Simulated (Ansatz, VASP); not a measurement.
# NiS in two plane-wave programs, part 2 of 2

One calculation is typed for both programs; each brings its own data sets and cutoff. How far apart do they land?

VASP 6.6.1 and Ansatz 0.2.0.

So far. Step 2 (VASP: single point, r2SCAN, DFT+U): The run ends at a pressure of 11.87 GPa, with forces up to 0.10 eV/Å.

The database entry behind the starting cell differs from later determinations by our own check (about 0.4 % short), so it need not match the best structure at ambient conditions.

In doubt: warnings of the run leave room for a lower electronic state, so energies may not be the lowest and differences between runs may mislead.

### Step 3. Ansatz: single point, r2SCAN, DFT+U

Level of this step: Ansatz beside VASP: Kohn-Sham DFT, plane waves, r2SCAN, DFT+U (Ansatz).

Ansatz runs on its default PAW (the set named soft_2) files.

The same cell, functional, mesh and smearing now go to Ansatz, which takes its cutoff from its data sets.

Input file input.yaml:

```yaml
crystal:
  lattice:
    - [6.85, 0.0, 0.0]
    - [-1.7125, 2.966137008, 0.0]
    - [0.0, 0.0, 5.34]
  atoms:
    - { symbol: Ni, position: [0.0, 0.0, 0.5], spin: 1.0 }
    - { symbol: Ni, position: [0.5, 0.0, 0.5], spin: -1.0 }
    - { symbol: Ni, position: [0.0, 0.0, 0.0], spin: 1.0 }
    - { symbol: Ni, position: [0.5, 0.0, 0.0], spin: -1.0 }
    - { symbol: S, position: [0.3333333334, 0.3333333333, 0.75] }
    - { symbol: S, position: [0.8333333334, 0.3333333333, 0.75] }
    - { symbol: S, position: [0.1666666667, 0.6666666667, 0.25] }
    - { symbol: S, position: [0.6666666667, 0.6666666667, 0.25] }
hamiltonian:
  xc: r2scan
  pseudopotentials: { kind: paw }
  hubbard: { sites: [{ species: Ni, l: d, u_eff: 4.0 }] }
magnetization:
  spin_polarized: true
kpoints:
  mp_grid: { grid: [6, 6, 3] }
scf:
  occupations: { method: gaussian, width: 0.05 }
  n_extra_bands: 10
output:
  forces: true
  stress: true
  eigenvalues: true
```

Launch:

```sh
ansatz run input.yaml --threads 4 --pin off --max-ram 9216MiB --backend cpu --events-out ev --progress --plain --runs-dir out
```

Numbers of over 12 decimals in the logs are rounded to 6 here.

Output:

```text
Ni: projections on atomic orbitals take those of the free atom [Ne] 3s2 3p6 3d8 4s2, of charge +0.00 (hamiltonian.pseudopotentials.projection_atoms); the dataset's partial waves leave at most 1.6e-6 of an orbital's norm unspanned inside its sphere
S: projections on atomic orbitals take those of the free atom [Ne] 3s2 3p4, of charge +0.00 (hamiltonian.pseudopotentials.projection_atoms); the dataset's partial waves leave at most 1.6e-7 of an orbital's norm unspanned inside its sphere
scf.n_extra_bands = 10 over 48 filled bands (N_el = 96.0): the run solves 58 bands
Engine: ansatz 0.2.0, x86_64-unknown-linux-gnu
Pseudopotentials: kind: paw
Pseudopotential: Ni, paw, valence charge 18, recommended cutoff 500 eV (meta_gga), Ni.paw.azcp
Pseudopotential: S, paw, valence charge 6, recommended cutoff 500 eV (meta_gga), S.paw.azcp
Functional definition: r2SCAN
  parameter k0 = 0.174
  parameter k1 = 0.065
  parameter a1 = 4.9479
  exchange = r2scan_x(k0 = k0, k1 = k1, a1 = a1)
  correlation = r2scan_c
Crystal: 8 atoms, lattice volume = 108.498 Å³
Basis set: ecut = 500 eV, 2779 PW (Γ), exchange–correlation on 200×100×160 points (64 copies of the dense FFT grid, shifted against one another)
Bands: 58, of which v1, the nominal top of the filled ones, is band 48 counted from 1 (47 counted from 0)
Symmetry: 8 space group operations
Space group: Pmma (ITA 51), of the structure as read, at distance tolerance 4.8e-5 Å
Magnetic group: BNS 51.301 (UNI 399), of the structure as read, at distance tolerance 4.8e-5 Å
k-points: 32 of 108
Non-local potential: Ni, projectors of the file, l = 0: 3, l = 1: 2, l = 2: 3, l = 3: 1
Non-local potential: S, projectors of the file, l = 0: 2, l = 1: 2, l = 2: 2
PAW form: soft (Blöchl's): semilocal exchange-correlation on the pseudo side does not see the compensation charge
PAW frozen core: Ni, regenerated for the run's functional (the file was generated under x = pbe(κ = 0.804, μ = 0.219515), c = pbe(β = 0.066725))
PAW frozen core: S, regenerated for the run's functional (the file was generated under x = pbe(κ = 0.804, μ = 0.219515), c = pbe(β = 0.066725))
PAW one-centre angular grid: Ni, 590 points (default); XC on 160 Gauss nodes
PAW one-centre angular grid: S, 302 points (default); XC on 160 Gauss nodes
Initial density: superposition of atomic densities (chi_scale 0.1, normalization cell)
Starting moments: Σ|m| = 4 μB on 4 of 8 sites
Starting magnetic order: antiferromagnet; a translation exchanges its spin sublattices: spin-degenerate at every k-point
Initial wavefunctions: pseudopotential atomic-orbital guess
Functional: x = r2scan, c = r2scan; τ floored in thin density (d = 2e-4 eV/Å³)
SCF iter   1: F=—  HF=-27001.867770 eV  |F-HF|=—  |Δ(HF+E_count)|=         —  Δρ=1.15e-1 (↑1.15e-1 ↓1.15e-1)  dr2=3.65e1  dr2_τ=1.25e-1  dr2_m=2.50e0  M=0.000 μB ∫|m|=1.677 μB  β_m=0.30  ethr=3.10e-3  ⟨swp⟩=5.8  Hψ=6682  notcnv=0  defer=3
preconditioner: auto → Kerker (q_TF=auto, 2.673 Å⁻¹)  [metal: Δε(μ)=0.010 eV  Ē_g=9.413 eV  σ=0.050 eV  W_gap=0.11  n_scr=38 (ndim 8)  ℏωp=28.5 eV  f_vac=0.000  D(μ)=7.76/eV (n_scr^D=74)]
spin=Collinear: Kerker preconditioning applied to the charge; magnetization (m = ρ↑ − ρ↓) channel mixes plain (no charge-response kernel on spin).
SCF iter   2: F=—  HF=-26999.124353 eV  |F-HF|=—  |Δ(HF+E_count)|=    2.74e0  Δρ=2.42e-2 (↑2.42e-2 ↓2.42e-2)  dr2=8.80e-1  dr2_τ=5.09e-2  dr2_m=1.72e-1  M=0.000 μB ∫|m|=2.741 μB  β_m=0.30  ethr=3.10e-3  ⟨swp⟩=3.4  Hψ=4061  notcnv=0  defer=146  κ⁻¹=1.0e0(r=1)
preconditioner: auto → Resta (q_TF=auto, 2.673 Å⁻¹)  ε∞=11.3  [insulator: Δε(μ)=0.064 eV  Ē_g=8.893 eV  σ=0.050 eV  W_gap=0.63  n_scr=38 (ndim 8)  ℏωp=28.5 eV  f_vac=0.000  D(μ)=2.81/eV (n_scr^D=16)  ε∞_Penn≈11.3]
spin=Collinear: Resta preconditioning applied to the charge; magnetization (m = ρ↑ − ρ↓) channel mixes plain (no charge-response kernel on spin).
SCF iter   3: F=—  HF=-26999.733237 eV  |F-HF|=—  |Δ(HF+E_count)|=   6.09e-1  Δρ=1.97e-2 (↑1.97e-2 ↓1.97e-2)  dr2=9.30e-1  dr2_τ=4.71e-3  dr2_m=9.13e-2  M=0.000 μB ∫|m|=2.928 μB  β_m=1.00  ethr=9.17e-4  ⟨swp⟩=2.9  Hψ=3213  notcnv=0  defer=155  κ⁻¹=2.2e-3(r=2)
SCF iter   4: F=—  HF=-27000.121030 eV  |F-HF|=—  |Δ(HF+E_count)|=   3.88e-1  Δρ=2.23e-2 (↑2.23e-2 ↓2.23e-2)  dr2=2.34e-1  dr2_τ=4.79e-3  dr2_m=4.03e-1  M=0.000 μB ∫|m|=3.822 μB  β_m=1.00  ethr=9.17e-4  ⟨swp⟩=2.9  Hψ=2941  notcnv=0  defer=155  κ⁻¹=2.9e-4(r=3)
SCF iter   5: F=—  HF=-27000.490041 eV  |F-HF|=—  |Δ(HF+E_count)|=   3.69e-1  Δρ=1.84e-2 (↑1.84e-2 ↓1.84e-2)  dr2=1.77e-1  dr2_τ=2.71e-3  dr2_m=2.96e-1  M=0.000 μB ∫|m|=4.578 μB  β_m=1.00  ethr=2.44e-4  ⟨swp⟩=3.0  Hψ=3951  notcnv=0  defer=164  κ⁻¹=4.0e-5(r=4)
SCF iter   6: F=—  HF=-27000.751891 eV  |F-HF|=—  |Δ(HF+E_count)|=   2.62e-1  Δρ=1.51e-2 (↑1.51e-2 ↓1.51e-2)  dr2=1.52e-1  dr2_τ=1.41e-3  dr2_m=1.89e-1  M=0.000 μB ∫|m|=5.193 μB  β_m=1.00  ethr=1.84e-4  ⟨swp⟩=2.1  Hψ=3400  notcnv=0  defer=164  κ⁻¹=2.9e-6(r=5)
SCF iter   7: F=—  HF=-27001.234784 eV  |F-HF|=—  |Δ(HF+E_count)|=   4.83e-1  Δρ=1.92e-2 (↑1.92e-2 ↓1.92e-2)  dr2=7.31e-1  dr2_τ=2.47e-3  dr2_m=1.91e-1  M=0.000 μB ∫|m|=5.767 μB  β_m=1.00  ethr=1.58e-4  ⟨swp⟩=2.0  Hψ=2222  notcnv=0  defer=167  κ⁻¹=2.0e-6(r=6)
[...]
SCF iter  18: F=—  HF=-27003.353792 eV  |F-HF|=—  |Δ(HF+E_count)|=   1.52e-4  Δρ=6.64e-5 (↑6.64e-5 ↓6.64e-5)  dr2=5.45e-6  dr2_τ=6.63e-8  dr2_m=1.29e-6  M=0.000 μB ∫|m|=6.873 μB  β_m=0.30  ethr=8.80e-8  ⟨swp⟩=2.0  Hψ=3191  notcnv=0  defer=156  κ⁻¹=3.1e-6(r=8)
SCF iter  19: F=—  HF=-27003.353795 eV  |F-HF|=—  |Δ(HF+E_count)|=   2.41e-6  Δρ=5.82e-5 (↑5.82e-5 ↓5.82e-5)  dr2=4.46e-6  dr2_τ=3.88e-8  dr2_m=1.11e-6  M=0.000 μB ∫|m|=6.873 μB  β_m=0.30  ethr=5.67e-9  ⟨swp⟩=2.2  Hψ=3100  notcnv=0  defer=156  κ⁻¹=8.5e-7(r=8)
SCF iter  20: F=—  HF=-27003.353809 eV  |F-HF|=—  |Δ(HF+E_count)|=   1.40e-5  Δρ=4.32e-5 (↑4.32e-5 ↓4.32e-5)  dr2=2.50e-6  dr2_τ=1.78e-8  dr2_m=4.84e-7  M=0.000 μB ∫|m|=6.872 μB  β_m=0.30  ethr=4.65e-9  ⟨swp⟩=2.0  Hψ=3172  notcnv=0  defer=156  κ⁻¹=2.2e-7(r=8)
SCF iter  21: F=—  HF=-27003.353815 eV  |F-HF|=—  |Δ(HF+E_count)|=   5.93e-6  Δρ=4.24e-5 (↑4.24e-5 ↓4.24e-5)  dr2=2.90e-6  dr2_τ=1.65e-8  dr2_m=4.28e-7  M=0.000 μB ∫|m|=6.872 μB  β_m=0.30  ethr=2.60e-9  ⟨swp⟩=2.0  Hψ=2346  notcnv=0  defer=156  κ⁻¹=2.2e-7(r=8)
SCF iter  22: F=—  HF=-27003.353824 eV  |F-HF|=—  |Δ(HF+E_count)|=   9.23e-6  Δρ=1.70e-5 (↑1.70e-5 ↓1.70e-5)  dr2=3.24e-7  dr2_τ=6.23e-9  dr2_m=9.97e-8  M=0.000 μB ∫|m|=6.872 μB  β_m=0.30  ethr=2.60e-9  ⟨swp⟩=2.2  Hψ=3249  notcnv=0  defer=156  κ⁻¹=1.7e-6(r=8)
SCF iter  23: F=—  HF=-27003.353826 eV  |F-HF|=—  |Δ(HF+E_count)|=   2.07e-6  Δρ=1.18e-5 (↑1.18e-5 ↓1.18e-5)  dr2=1.71e-7  dr2_τ=2.09e-9  dr2_m=2.32e-8  M=0.000 μB ∫|m|=6.873 μB  β_m=0.30  ethr=3.38e-10  ⟨swp⟩=2.9  Hψ=3522  notcnv=0  defer=156  κ⁻¹=1.3e-6(r=8)
SCF iter  24: F=—  HF=-27003.353827 eV  |F-HF|=—  |Δ(HF+E_count)|=   1.04e-6  Δρ=1.30e-5 (↑1.30e-5 ↓1.30e-5)  dr2=3.07e-7  dr2_τ=1.56e-9  dr2_m=1.98e-8  M=0.000 μB ∫|m|=6.873 μB  β_m=0.30  ethr=1.04e-10  ⟨swp⟩=11.2  Hψ=9272  notcnv=0  κ⁻¹=4.4e-5(r=8)
SCF iter  25: F=-27003.353827 eV  HF=-27003.353827 eV  |F-HF|=3.51e-8  |Δ(HF+E_count)|=   3.36e-7  Δρ=4.74e-6 (↑4.74e-6 ↓4.74e-6)  dr2=5.77e-8  dr2_τ=2.10e-10  dr2_m=2.22e-9  M=0.000 μB ∫|m|=6.873 μB  ethr=1.04e-10  ⟨swp⟩=2.9  Hψ=7238  notcnv=0
SCF 1 converged in 25 iterations: F = -27003.353827 eV  dr2 = 5.77e-8
  greatest PAW one-centre occupation: 1.003 electrons in one spin orbital (limit 2), on the Ni atom at site 3 (counted from 0), in its partial waves of l = 1
WARN: an SCF from antiferromagnetic starting moments (1.49, 1.49, -1.49, -1.49, 0.00, 0.00, 0.00, 0.00 Bohr magnetons, atom by atom) was not made, by what the run has read of turns of its moments that order reads lower: the deck asks for what bars it, or types moments that do (magnetization.spin_polarized, in the input reference, names some of the keys), or the run goes by scf.lower_state_search: light, the default, which as a rule tries one only behind a close that has lost an order of both signs, or on which an open d or half-filled 4f shell of a PAW file has lost a moment that was set nearer to Hund's than to what is left; [rest of the remark cut]
this state was not tested for a lower state beside it, because the mixer in use, unlike msr1, does not test its closes by its own steps (another_mixer; see scf.mixing.algorithm and scf.lower_state_search)
SCF converged after 25 iterations
Magnetization: 0.0000 μB (48.0000 up, 48.0000 down)
Absolute magnetization: 6.8690 μB (∫|ρ↑−ρ↓|, with the PAW one-centre terms)
Spin contamination: 3.7342 ħ² per cell (⟨S²⟩ above its minimum at these occupations)
Per-site moments (μB) at R_I (Å): [(1.514185, 0.984176), (-1.514185, 0.984176), (1.514185, 0.984176), (-1.514185, 0.984176), (-0.070024, 0.984176), (0.070024, 0.984176), (0.070024, 0.984176), (-0.070024, 0.984176)]
Free energy (F): -27003.353827 eV
Harris-Foulkes:  -27003.353827 eV  (|F-HF|=3.51e-8)
Internal energy: -27003.353827 eV  (E = F + TS)
E sigma→0 (E₀):  -27003.353827 eV
Entropy (-TS):   -0.000000 eV (-0.000 meV/atom)
Fermi energy:    13.236842 eV
--- Per-component energies (eV) ---
  E_band       = -1619.986195
  E_kinetic    = 1549.341664
  E_local      = -17901.885801  (includes V_loc(G=0)·N_el)
  E_nonlocal   = 2695.843188
  E_hartree    = 7579.683128
  E_xc         = -682.455196
  E_vxc        = -841.907904  (∫ρ·V_xc dr)
  E_hubbard    = 3.529419  (on-site DFT+U / exact-exchange correction)
  E_vhub       = -60.457014  (the Hubbard potential's part of the band-sum identity)
  E_paw        = -9023.717820  (= ΣΔE_a)
  E_vpaw       = -2269.674948  (= ΣTr[D̂ρ^β])
  E_aug_tail   = 0.000983  (compensation charges beyond the density's cutoff)
  E_vtau       = 49.348311  (kinetic-family band-sum trace: ∫τ·v_τ [+ j·A + Jᵃ·Aᵃ] dr)
  E_ewald      = -11222.054051
  E_core_change = -1.639341  (= ΣΔE_core)
  E_smearing   = -0.000000  (= −TS)
  E_closure    = -0.000000  (closes the sum)
  Σ components = -27003.353827   (vs F -27003.353827, Δ=0.00e0)
--- Forces (eV/Å), atoms counted from 1 ---
  atom   1  Ni    -0.00000000    -0.00000000     0.00000000
  atom   2  Ni     0.00000000     0.00000000    -0.00000000
  atom   3  Ni     0.00000000    -0.00000000     0.00000000
  atom   4  Ni     0.00000000     0.00000000     0.00000000
  atom   5  S     -0.10223997    -0.05902827     0.00000000
  atom   6  S     -0.10223997    -0.05902827     0.00000000
  atom   7  S      0.10223997     0.05902827     0.00000000
  atom   8  S      0.10223997     0.05902827     0.00000000
  max |Σ_I F_I| component: 1.79e-29 eV/Å
--- Stress (GPa, compression-positive) ---
       14.201592       0.201480       0.000000
        0.201480      13.968943       0.000000
        0.000000       0.000000      17.214888
  P = ⅓ Tr σ = 15.1285 GPa (151.285 kbar)
--- Band table (eV; the first three rows and the last of 64) ---
  k-point 0 ↑: bands = [... 44 lower, 11.6107, 11.6124, 12.2891, 13.0797, 13.4166, 14.0996, 15.4742, 16.0940, ... 6 higher]
  k-point 1 ↑: bands = [... 44 lower, 11.4477, 11.7607, 12.1120, 12.3388, 14.2014, 14.8674, 15.3230, 15.3475, ... 6 higher]
  k-point 2 ↑: bands = [... 44 lower, 10.9859, 11.3831, 11.8601, 12.1019, 13.9982, 14.2608, 15.0152, 15.5726, ... 6 higher]
  k-point 31 ↓: bands = [... 44 lower, 10.5001, 10.6958, 11.2878, 11.2941, 14.0992, 14.7894, 15.1665, 15.2501, ... 6 higher]
Occupation matrices written to <dir>
```

Run time: 16 s. Hardware: 4 threads of Intel Xeon at 2.60GHz (Ice Lake), shared host; peak memory 1.1 GiB; 60 s of CPU time.

The run ends at a pressure of 15.13 GPa, with forces up to 0.12 eV/Å.

### Step 4. Side by side

Known differences besides the potentials themselves: U acts on the PAW sphere in VASP and on atomic orbitals in Ansatz, so only states and trends compare; VASP keeps PBE cores, Ansatz makes them for the functional; the data sets hold 96 valence electrons in Ansatz (default PAW (the set named soft_2) files) and 64 in VASP; the cutoff is 500 eV in Ansatz and 350 eV in VASP; site moments are counted in spheres of each program's own size. Total energies have different zeros and are not compared.

Both answers:

| quantity | Ansatz | VASP | difference |
| --- | --- | --- | --- |
| pressure (GPa) | 15.13 | 11.87 | +3.26 |
| pressure without Ansatz's Pulay correction (GPa) | 15.00 | 11.87 | +3.13 |
| gap on the k mesh (eV) | 0.319 | 0.552 | -0.233 |
| moment on Ni1 (μB) | 1.51 | 1.54 | -0.03 |
| moment on Ni2 (μB) | -1.51 | -1.54 | +0.03 |
| moment on Ni3 (μB) | 1.51 | 1.54 | -0.03 |
| moment on Ni4 (μB) | -1.51 | -1.54 | +0.03 |
| moment on S5 (μB) | -0.07 | -0.07 | -0.01 |
| moment on S6 (μB) | 0.07 | 0.07 | +0.01 |
| moment on S7 (μB) | 0.07 | 0.07 | +0.01 |
| moment on S8 (μB) | -0.07 | -0.07 | -0.01 |

Forces (eV/Å; atoms numbered as in POSCAR):

| atom | Ansatz x, y, z | VASP x, y, z |
| --- | --- | --- |
| Ni1 | 0.000, 0.000, 0.000 | 0.000, 0.000, 0.000 |
| Ni2 | 0.000, 0.000, 0.000 | 0.000, 0.000, 0.000 |
| Ni3 | 0.000, 0.000, 0.000 | 0.000, 0.000, 0.000 |
| Ni4 | 0.000, 0.000, 0.000 | 0.000, 0.000, 0.000 |
| S5 | -0.102, -0.059, 0.000 | -0.088, -0.051, 0.000 |
| S6 | -0.102, -0.059, 0.000 | -0.088, -0.051, 0.000 |
| S7 | 0.102, 0.059, 0.000 | 0.088, 0.051, 0.000 |
| S8 | 0.102, 0.059, 0.000 | 0.088, 0.051, 0.000 |

The forces differ by 6.6 meV/Å r.m.s., which is 15.9 % of the r.m.s. force of 0.04 eV/Å (both taken over all components). A gap on the mesh is an upper bound, since the band edges may lie between its points. Ansatz's pressure holds a Pulay correction of 0.13 GPa; VASP's holds none.

### Step 5. Summary of results

```yaml
r_m_s_force_difference_single_point_r2scan_dft_u: 6.6 meV/Å
difference_in_pressure_single_point_r2scan_dft_u: 3.3 GPa
difference_in_gap_on_the_k_mesh_single_point_r2scan_dft_u: -0.23 eV
```

What this shows: The difference in pressure is 3.3 GPa (single point, r2SCAN, DFT+U). How closely two codes agree says nothing of how well the functional describes the real material.

[Lines on the potential files, build, host, timing and source positions are cut from VASP's logs without a mark.]

[Logs are printed without paths, hosts, clocks, repeated set-up lines and the standing remarks that a program may print on its own settings, such as how far it seeks lower states.]

[Hosts, paths, dates, database ids (printed as entryN), source tags and the programs' standing remarks are cut or masked in the printed files.]
